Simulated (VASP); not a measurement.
**Band gap of CaO: mesh and cell**

Aim: test what besides the functional moves the gap of CaO. The starting structure is a measured crystal structure from the Crystallography Open Database. Cell and atoms stay as given unless a step says otherwise.

Calculated with VASP 6.6.1; Kohn-Sham DFT with plane waves and PAW; LDA.

**1. The structure**

The structure is cubic, space group Fm-3m (No. 225). Conventional cell: a = 4.817 Å, b = 4.817 Å, c = 4.817 Å, α = 90.00°, β = 90.00°, γ = 90.00°. Nearest to Ca lie 6 O at 2.41 Å. Nearest to O lie 6 Ca at 2.41 Å. Farther neighbours and most contacts between anions are not listed.

Coordinates:

```cif
data_structure
_symmetry_space_group_name_H-M 'P 1'
_symmetry_Int_Tables_number 1
_cell_length_a 3.4064
_cell_length_b 3.4064
_cell_length_c 3.4064
_cell_angle_alpha 60.000
_cell_angle_beta 60.000
_cell_angle_gamma 60.000
_cell_volume 27.95
loop_
_atom_site_label
_atom_site_type_symbol
_atom_site_fract_x
_atom_site_fract_y
_atom_site_fract_z
_atom_site_occupancy
Ca1 Ca 0.00000 0.00000 0.00000 1
O2 O 0.50000 0.50000 0.50000 1
```

**2. Reference bands**

Input file INCAR:

```
SYSTEM = CaO
PREC = Accurate
ENCUT = 460
EDIFF = 1E-06
NELM = 100
ISMEAR = 0
SIGMA = 0.03
LREAL = .FALSE.
ALGO = Normal
GGA = CA
NBANDS = 20
LORBIT = 11
LWAVE = .FALSE.
LCHARG = .FALSE.
KPAR = 4
LASPH = .TRUE.
```

Input file POSCAR:

```
CaO
1.0
    0.0000000000      2.4087000000      2.4087000000
    2.4087000000      0.0000000000      2.4087000000
    2.4087000000      2.4087000000      0.0000000000
Ca O
1 1
Direct
    0.0000000000      0.0000000000      0.0000000000
    0.5000000000      0.5000000000      0.5000000000
```

Input file KPOINTS:

```
Automatic mesh
0
Gamma
8 8 8
0 0 0
```

Input file KPOINTS_OPT:

```
Line mode
10
Line-mode
Reciprocal
  0.00000000   0.00000000   0.00000000 GAMMA
  0.50000000   0.00000000   0.50000000 X

  0.50000000   0.00000000   0.50000000 X
  0.50000000   0.25000000   0.75000000 W

  0.50000000   0.25000000   0.75000000 W
  0.37500000   0.37500000   0.75000000 K

  0.37500000   0.37500000   0.75000000 K
  0.00000000   0.00000000   0.00000000 GAMMA

  0.00000000   0.00000000   0.00000000 GAMMA
  0.50000000   0.50000000   0.50000000 L

  0.50000000   0.50000000   0.50000000 L
  0.62500000   0.25000000   0.62500000 U

  0.62500000   0.25000000   0.62500000 U
  0.50000000   0.25000000   0.75000000 W

  0.50000000   0.25000000   0.75000000 W
  0.50000000   0.50000000   0.50000000 L

  0.50000000   0.50000000   0.50000000 L
  0.37500000   0.37500000   0.75000000 K

  0.62500000   0.25000000   0.62500000 U
  0.50000000   0.00000000   0.50000000 X
```

The projector-augmented-wave data sets are Ca_sv and O (LDA family, release 64).

The run is started by

```
> mpirun -np 4 vasp_std
```

The log of the run:

```text
[banner, memory and clock lines left out]
running    4 mpi-ranks, on    1 nodes
 distrk:  each k-point on    1 cores,    4 groups
 distr:  one band on    1 cores,    1 groups

 POSCAR found type information on POSCAR CaO
 POSCAR found :  2 types and       2 ions
 LDA part: xc-table for (Slater(with rela. corr.)+CA(PZ))
 , standard interpolation
 POSCAR, INCAR and KPOINTS ok, starting setup
 FFT: planning ... GRIDC
 FFT: planning ... GRID_SOFT
 FFT: planning ... GRID
 WAVECAR not read
 entering main loop
       N       E                     dE             d eps       ncg     rms          rms(c)
DAV:   1     0.114298841033E+03    0.11430E+03   -0.72068E+03  1160   0.745E+02
DAV:   2    -0.114645525625E+02   -0.12576E+03   -0.11640E+03  1276   0.227E+02
DAV:   3    -0.158047852921E+02   -0.43402E+01   -0.42958E+01  1528   0.428E+01
DAV:   4    -0.158835999872E+02   -0.78815E-01   -0.78776E-01  1384   0.523E+00
DAV:   5    -0.158852154142E+02   -0.16154E-02   -0.16154E-02  1480   0.651E-01    0.842E+00
DAV:   6    -0.143459116419E+02    0.15393E+01   -0.27510E+00  1296   0.160E+01    0.375E+00
DAV:   7    -0.142240375248E+02    0.12187E+00   -0.29989E-01  1356   0.476E+00    0.185E+00
DAV:   8    -0.141900319016E+02    0.34006E-01   -0.10742E-01  1508   0.245E+00    0.489E-01
DAV:   9    -0.141880816610E+02    0.19502E-02   -0.48343E-03  1380   0.442E-01    0.112E-01
DAV:  10    -0.141882039203E+02   -0.12226E-03   -0.25219E-04  1356   0.139E-01    0.570E-02
DAV:  11    -0.141881751062E+02    0.28814E-04   -0.30539E-05  1500   0.481E-02    0.906E-03
DAV:  12    -0.141881747033E+02    0.40293E-06   -0.57715E-06  1464   0.178E-02
   1 F= -.14188175E+02 E0= -.14188175E+02  d E =-.338894E-22
 Start KPOINTS_OPT (optional k-point list driver)
k-point batch [1-29\100]
       N       E                     dE             ncg
DAV:   1    -0.170259388256E+04   -0.17587E+05     1160
DAV:   2    -0.533049223733E+04   -0.36279E+04     1280
DAV:   3    -0.544723167937E+04   -0.11674E+03     1504
DAV:   4    -0.544934641706E+04   -0.21147E+01     1388
DAV:   5    -0.544938028540E+04   -0.33868E-01     1464
DAV:   6    -0.544938108981E+04   -0.80441E-03     1336
DAV:   7    -0.544938111014E+04   -0.20326E-04     1472
DAV:   8    -0.544938111061E+04   -0.46905E-06      896
[...]
k-point batch [88-100\100]
       N       E                     dE             ncg
DAV:   1     0.845094221283E+04   -0.90842E+04      528
DAV:   2     0.689301889083E+04   -0.15579E+04      576
DAV:   3     0.683854898007E+04   -0.54470E+02      708
DAV:   4     0.683772617589E+04   -0.82280E+00      592
DAV:   5     0.683771054167E+04   -0.15634E-01      672
DAV:   6     0.683771014009E+04   -0.40158E-03      616
DAV:   7     0.683771013049E+04   -0.95919E-05      652
DAV:   8     0.683771013028E+04   -0.21206E-06      408
```

Wall time 3.8 s (4 MPI ranks of Intel Xeon 6975P-C (Granite Rapids), shared host); peak memory 0.52 GiB.

Lines that name or quote the potential files are left out of all logs, and their timing lines are given in words.

OUTCAR, selected parts (step 2):

```text
ion  position               nearest neighbor table
   1  0.000  0.000  0.000-   2 2.41   2 2.41   2 2.41   2 2.41   2 2.41   2 2.41
   2  0.500  0.500  0.500-   1 2.41   1 2.41   1 2.41   1 2.41   1 2.41   1 2.41

  LATTYP: Found a face centered cubic cell.
 ALAT       =     4.8174000000

 Subroutine GETGRP returns: Found 48 space group operations
 (whereof 48 operations were pure point group operations)

The static configuration has the point symmetry O_h .

 Found     29 irreducible k-points:

   k-points           NKPTS =     29   k-points in BZ     NKDIM =     29   number of bands    NBANDS=     20

   dimension x,y,z NGX =    24 NGY =   24 NGZ =   24
   dimension x,y,z NGXF=    48 NGYF=   48 NGZF=   48

   ENCUT  =  460.0 eV  33.81 Ry    5.81 a.u.   5.96  5.96  5.96*2*pi/ulx,y,z

   NELECT =      16.0000    total number of electrons

 k-points in reciprocal lattice and weights: Automatic mesh
   0.00000000  0.00000000  0.00000000       0.002
   0.12500000  0.00000000  0.00000000       0.016
   0.25000000  0.00000000  0.00000000       0.016
   0.37500000  0.00000000  0.00000000       0.016
   0.50000000  0.00000000  0.00000000       0.008
   0.12500000  0.12500000  0.00000000       0.012
   0.25000000  0.12500000  0.00000000       0.047
   0.37500000  0.12500000  0.00000000       0.047
   0.50000000  0.12500000  0.00000000       0.047
[...]
-0.37500000  0.50000000  0.12500000       0.023
  -0.25000000  0.50000000  0.25000000       0.012

 average (electrostatic) potential at core
       1 -43.9164       2 -71.4915

 E-fermi :   2.1687

 k-point     1 :       0.0000    0.0000    0.0000
  band No.  band energies     occupation
    ...
      4     -16.1662      2.00000
      5     -13.2196      2.00000
      6       1.9731      2.00000
      7       1.9731      2.00000
      8       1.9731      2.00000
      9       6.4814      0.00000
     10       8.0669      0.00000
     11       8.0669      0.00000
     12       8.0669      0.00000
     13       9.6149      0.00000
    ...

 k-point     2 :       0.1250    0.0000    0.0000
  band No.  band energies     occupation
    ...
      4     -16.1745      2.00000
      5     -12.9935      2.00000
      6       1.4228      2.00000
      7       1.7588      2.00000
      8       1.7588      2.00000
      9       7.1688      0.00000
     10       8.0239      0.00000
     11       8.3357      0.00000
     12       8.3357      0.00000
     13       9.9861      0.00000
    ...

 k-point     3 :       0.2500    0.0000    0.0000
  band No.  band energies     occupation
    ...
      4     -16.1944      2.00000
      5     -12.5330      2.00000
      6       0.4023      2.00000
      7       1.3020      2.00000
      8       1.3020      2.00000
      9       8.0787      0.00000
     10       8.6298      0.00000
     11       9.0419      0.00000
     12       9.0419      0.00000
     13      10.8791      0.00000
    ...

  Total       -1.2962372     -1.2962372     -1.2962372     -0.0000000     -0.0000000      0.0000000
  in kB      -74.3048110    -74.3048110    -74.3048110     -0.0000000     -0.0000000      0.0000000
  external PRESSURE =     -74.3048110 kB  Pullay stress =       0.0000000 kB

  energy-cutoff  :      460.00
  volume of cell :       27.95
      direct lattice vectors                 reciprocal lattice vectors
     0.000000000  2.408700000  2.408700000    -0.207580853  0.207580853  0.207580853
     2.408700000  0.000000000  2.408700000     0.207580853 -0.207580853  0.207580853
     2.408700000  2.408700000  0.000000000     0.207580853  0.207580853 -0.207580853

 POSITION                                       TOTAL-FORCE (eV/Angst)
 -----------------------------------------------------------------------------------
      0.00000      0.00000      0.00000         0.000000      0.000000      0.000000
      2.40870      2.40870      2.40870        -0.000000     -0.000000     -0.000000
 -----------------------------------------------------------------------------------
    total drift:                                0.000000     -0.000000     -0.000000

  FREE ENERGIE OF THE ION-ELECTRON SYSTEM (eV)
  ---------------------------------------------------
  free  energy   TOTEN  =       -14.1881747033 eV

  energy  without entropy=      -14.1881747033  energy(sigma->0) =      -14.18817470

 total charge
# of ion       s       p       d       tot
------------------------------------------
    1        2.040   5.872   0.305   8.217
    2        1.546   3.425   0.000   4.971
--------------------------------------------------
tot          3.586   9.297   0.305  13.188

[... 3 further parts left out ...]
```

At this level the cell is under a tension of 7.4 GPa, so at these settings it is away from equilibrium.

The reference gap is 3.463 eV.

**3. Bands with cell and atoms relaxed by LDA**

Against step 2 the input has another starting structure. The cell comes from a relaxation at this level, not shown (26.28 Å³).

INCAR is that of step 2.

Input file POSCAR:

```
CaO
1.0
    0.0000000000      2.3597737825      2.3597737825
    2.3597737825      0.0000000000      2.3597737825
    2.3597737825      2.3597737825      0.0000000000
Ca O
1 1
Direct
    0.0000000000      0.0000000000      0.0000000000
    0.5000000000      0.5000000000      0.5000000000
```

KPOINTS is that of step 2.

KPOINTS_OPT is that of step 2.

The run is started by

```
> mpirun -np 4 vasp_std
```

The log of the run:

```text
[... set-up lines as in an earlier step ...]
 entering main loop
       N       E                     dE             d eps       ncg     rms          rms(c)
DAV:   1     0.117389751711E+03    0.11739E+03   -0.72553E+03  1168   0.751E+02
DAV:   2    -0.115704958441E+02   -0.12896E+03   -0.11976E+03  1268   0.235E+02
DAV:   3    -0.158463586387E+02   -0.42759E+01   -0.42316E+01  1488   0.429E+01
DAV:   4    -0.159344313095E+02   -0.88073E-01   -0.88028E-01  1400   0.567E+00
[...]
DAV:  10    -0.142244970853E+02   -0.11072E-03   -0.18571E-04  1348   0.116E-01    0.420E-02
DAV:  11    -0.142244799193E+02    0.17166E-04   -0.16702E-05  1524   0.388E-02    0.667E-03
DAV:  12    -0.142244798218E+02    0.97501E-07   -0.40198E-06  1304   0.135E-02
   1 F= -.14224480E+02 E0= -.14224480E+02  d E =-.117510E-13
 Start KPOINTS_OPT (optional k-point list driver)
k-point batch [1-29\100]
       N       E                     dE             ncg
DAV:   1    -0.143380757016E+04   -0.17640E+05     1160
DAV:   2    -0.510854428264E+04   -0.36747E+04     1308
DAV:   3    -0.523132923980E+04   -0.12278E+03     1488
DAV:   4    -0.523339463984E+04   -0.20654E+01     1352
DAV:   5    -0.523343456351E+04   -0.39924E-01     1456
DAV:   6    -0.523343557517E+04   -0.10117E-02     1344
DAV:   7    -0.523343560263E+04   -0.27459E-04     1440
DAV:   8    -0.523343560332E+04   -0.69689E-06      916
[...]
k-point batch [88-100\100]
       N       E                     dE             ncg
DAV:   1     0.877993528945E+04   -0.93522E+04      520
DAV:   2     0.717086473433E+04   -0.16091E+04      572
DAV:   3     0.711688432324E+04   -0.53980E+02      736
DAV:   4     0.711623247075E+04   -0.65185E+00      564
DAV:   5     0.711622382218E+04   -0.86486E-02      700
DAV:   6     0.711622365275E+04   -0.16943E-03      560
DAV:   7     0.711622364891E+04   -0.38428E-05      700
DAV:   8     0.711622364884E+04   -0.72807E-07      372
```

It took 3.8 s on 4 MPI ranks; peak memory 0.51 GiB; 13 s of CPU time.

OUTCAR, selected parts (step 3):

```text
  Total       -0.0839514     -0.0839514     -0.0839514      0.0000000      0.0000000     -0.0000000
  in kB       -5.1179650     -5.1179650     -5.1179650      0.0000000      0.0000000     -0.0000000
  external PRESSURE =      -5.1179650 kB  Pullay stress =       0.0000000 kB

 POSITION                                       TOTAL-FORCE (eV/Angst)
 -----------------------------------------------------------------------------------
      0.00000      0.00000      0.00000         0.000000      0.000000      0.000000
      2.35977      2.35977      2.35977        -0.000000     -0.000000     -0.000000
 -----------------------------------------------------------------------------------
    total drift:                                0.000000     -0.000000     -0.000000

  FREE ENERGIE OF THE ION-ELECTRON SYSTEM (eV)
  ---------------------------------------------------
  free  energy   TOTEN  =       -14.2244798218 eV

  energy  without entropy=      -14.2244798218  energy(sigma->0) =      -14.22447982

[... 1 part as in an earlier step ...]

[... 2 further parts left out ...]
[key lines of the parts left out:]
E-fermi :   2.4819
```

With cell and atoms relaxed by LDA the gap is 3.426 eV, -0.037 eV from the reference.

**4. Bands with a 10×10×10 mesh**

Against step 2 the input has a 10×10×10 mesh.

INCAR is that of step 3.

Input file POSCAR:

```
CaO
1.0
    0.0000000000      2.4087000000      2.4087000000
    2.4087000000      0.0000000000      2.4087000000
    2.4087000000      2.4087000000      0.0000000000
Ca O
1 1
Direct
    0.0000000000      0.0000000000      0.0000000000
    0.5000000000      0.5000000000      0.5000000000
```

Input file KPOINTS:

```
Automatic mesh
0
Gamma
10 10 10
0 0 0
```

KPOINTS_OPT is that of step 3.

The run is started by

```
> mpirun -np 4 vasp_std
```

The log of the run:

```text
[... set-up lines as in an earlier step ...]
 entering main loop
       N       E                     dE             d eps       ncg     rms          rms(c)
DAV:   1     0.112842568706E+03    0.11284E+03   -0.72813E+03  1880   0.748E+02
DAV:   2    -0.116859912853E+02   -0.12453E+03   -0.11639E+03  2068   0.229E+02
DAV:   3    -0.157910069135E+02   -0.41050E+01   -0.40650E+01  2436   0.419E+01
DAV:   4    -0.158832210393E+02   -0.92214E-01   -0.92172E-01  2260   0.566E+00
[...]
DAV:  10    -0.141882000287E+02   -0.12516E-03   -0.25396E-04  2184   0.139E-01    0.581E-02
DAV:  11    -0.141881699083E+02    0.30120E-04   -0.31424E-05  2384   0.490E-02    0.910E-03
DAV:  12    -0.141881695117E+02    0.39658E-06   -0.58574E-06  2368   0.180E-02
   1 F= -.14188170E+02 E0= -.14188170E+02  d E =-.184186E-23
 Start KPOINTS_OPT (optional k-point list driver)
k-point batch [1-47\100]
       N       E                     dE             ncg
DAV:   1    -0.271800647523E+04   -0.23173E+05     1880
DAV:   2    -0.860022125130E+04   -0.58822E+04     2064
DAV:   3    -0.880420474377E+04   -0.20398E+03     2448
DAV:   4    -0.880831281186E+04   -0.41081E+01     2300
DAV:   5    -0.880839629061E+04   -0.83479E-01     2380
DAV:   6    -0.880839861285E+04   -0.23222E-02     2256
DAV:   7    -0.880839868251E+04   -0.69659E-04     2244
DAV:   8    -0.880839868456E+04   -0.20537E-05     1544
DAV:   9    -0.880839868468E+04   -0.11770E-06     1332
[...]
k-point batch [95-100\100]
       N       E                     dE             ncg
DAV:   1     0.247863388674E+05   -0.44066E+04      240
DAV:   2     0.240437984444E+05   -0.74254E+03      276
DAV:   3     0.240177092748E+05   -0.26089E+02      312
DAV:   4     0.240173851327E+05   -0.32414E+00      276
DAV:   5     0.240173814935E+05   -0.36392E-02      312
DAV:   6     0.240173814189E+05   -0.74522E-04      276
DAV:   7     0.240173814172E+05   -0.17449E-05      300
DAV:   8     0.240173814172E+05   -0.35961E-07      196
```

Wall time 4.2 s (4 MPI ranks); peak memory 0.56 GiB; 14 s of CPU time.

From OUTCAR (step 4):

```text
  Total       -1.2965110     -1.2965110     -1.2965110      0.0000000      0.0000000      0.0000000
  in kB      -74.3205073    -74.3205073    -74.3205073      0.0000000      0.0000000      0.0000000
  external PRESSURE =     -74.3205073 kB  Pullay stress =       0.0000000 kB

 POSITION                                       TOTAL-FORCE (eV/Angst)
 -----------------------------------------------------------------------------------
      0.00000      0.00000      0.00000         0.000000      0.000000      0.000000
      2.40870      2.40870      2.40870         0.000000      0.000000      0.000000
 -----------------------------------------------------------------------------------
    total drift:                                0.000000     -0.000000     -0.000000

  FREE ENERGIE OF THE ION-ELECTRON SYSTEM (eV)
  ---------------------------------------------------
  free  energy   TOTEN  =       -14.1881695117 eV

  energy  without entropy=      -14.1881695117  energy(sigma->0) =      -14.18816951

[... 1 part as in an earlier step ...]

[... 2 further parts left out ...]
[key lines of the parts left out:]
E-fermi :   2.1738
```

With a 10×10×10 mesh the gap is 3.463 eV, +0.000 eV from the reference.

**5. The runs compared**

```csv
run,gap (eV),change (eV),core minutes
reference,3.463,-,0.253
cell and atoms relaxed by LDA,3.426,-0.037,0.253
a 10×10×10 mesh,3.463,0.0,0.28
```

Core minutes are wall time times ranks of the run shown, on a shared host.

**6. Results**

* reference gap: 3.463 eV
* gap with cell and atoms relaxed by LDA: 3.426 eV
* gap with a 10×10×10 mesh: 3.463 eV

Among the runs that read a gap along the path, the one with cell and atoms relaxed by LDA moves it most, by -0.037 eV. On finer settings it changes by +0.000 eV with a 10×10×10 mesh. The functional's own error isn't tested here. Further runs on this material are not shown.

[Lines on the potential files, build, host, timing and source positions are cut from VASP's logs without a mark.]

[Logs are printed without paths, hosts, clocks, repeated set-up lines and the standing remarks that a program may print on its own settings, such as how far it seeks lower states.]

[Hosts, paths, dates, database ids (printed as entryN), source tags and the programs' standing remarks are cut or masked in the printed files.]
